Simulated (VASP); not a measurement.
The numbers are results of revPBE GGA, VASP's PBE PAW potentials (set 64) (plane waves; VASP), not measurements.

Input for VASP

### INCAR
```
! general
SYSTEM = C
PREC   = Accurate
ENCUT  = 400
LREAL  = .False.
LASPH  = .True.

! electronic loop
EDIFF  = 1E-6
NELM   = 100
ALGO   = Normal

! smearing
ISMEAR = -1
SIGMA  = 0.1

! functional
GGA    = RE

! ions
ISIF   = 2

! output
LWAVE  = .False.
LCHARG = .False.
```

**POSCAR**
```
C
1
    2.4672900000     0.0000000000     0.0000000000
   -1.2336450000     2.1367360000     0.0000000000
    0.0000000000     0.0000000000     7.8030700000
C
4
Direct
  0.0000000000   0.0000000000   0.2500000000
  0.0000000000   0.0000000000   0.7500000000
  0.3333330000   0.6666670000   0.2500000000
  0.6666670000   0.3333330000   0.7500000000
```

KPOINTS:
```
Automatic mesh
0
Gamma
  20 20 6
0.5 0.5 0.5
```

POTCAR, in this order: C (PBE.64 set). Program: vasp_std.

At this cut-off the stress carries a Pulay error, which pulls relaxed volumes low.

Problem. What does the run give for the energy per atom (σ→0), pressure?

Solution. 
```json
{
 "energy per atom (σ→0)": "-8.878 eV/atom",
 "pressure": "1.09 GPa"
}
```

### OSZICAR
```
...
DAV:   5    -0.378018153627E+02   -0.12514E-02   -0.12509E-02  9944   0.972E-01    0.911E+00
DAV:   6    -0.360849205616E+02    0.17169E+01   -0.15957E+00  9352   0.869E+00    0.543E+00
DAV:   7    -0.354957656047E+02    0.58915E+00   -0.20453E+00  9400   0.991E+00    0.139E+00
DAV:   8    -0.355129625626E+02   -0.17197E-01   -0.70742E-02  8852   0.186E+00    0.107E-01
DAV:   9    -0.355133863924E+02   -0.42383E-03   -0.14055E-03 10032   0.309E-01    0.733E-02
DAV:  10    -0.355142523585E+02   -0.86597E-03   -0.12070E-03  9020   0.278E-01    0.410E-02
DAV:  11    -0.355142517319E+02    0.62657E-06   -0.80075E-06 10700   0.241E-02
   1 F= -.35514252E+02 E0= -.35513565E+02  d E =-.137277E-02
```

The structure comes from a computed database's C entry; how it stands against other phases isn't given here. The cell was not relaxed at this level. The run is one of a series of settings (GGA = RE, POTCAR C (PBE.64 set) against the base run), some of them coarse on purpose.
